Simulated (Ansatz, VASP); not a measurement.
# Two plane-wave programs on ScGe4

```
Sc Ge
1.0
     5.09821    0.00000    0.00000
     0.00000    5.09821    0.00000
     0.00000    0.00000    5.09821
Sc Ge
1 4
Direct
  0.50000 0.50000 0.50000
  0.00000 0.50000 0.50000
  0.50000 0.00000 0.50000
  0.00000 0.00000 0.00000
  0.50000 0.50000 0.00000
```

Alike in both runs: functional PBE; k mesh 8 × 8 × 8; occupations gaussian, width 0.1 eV; no spin polarisation.

Ansatz relaxed the structure, and its values are those at the end. VASP's run is a single point on that final structure, the one shown.

|  | VASP | Ansatz |
| --- | --- | --- |
| version | VASP 6.6.1 | Ansatz 0.2.0 |
| potentials or method | VASP PAW PBE potentials, release 64 (Sc_sv, Ge_d) | scalar-relativistic, plane waves, PAW |
| plane-wave cutoff (eV) | 520 | 420 |
| valence electrons in the cell | 67 | 67 |

|  | VASP | Ansatz | Ansatz less VASP |
| --- | --- | --- | --- |
| gap on the k mesh at the Fermi level (eV) | none | none | - |
| pressure (GPa) | 0.1 | 0.0 | -0.02 |

A gap of «none» marks a metal or a gap that the smearing closes. With one functional, cell and mesh, what is left measures potentials, basis and numerics.
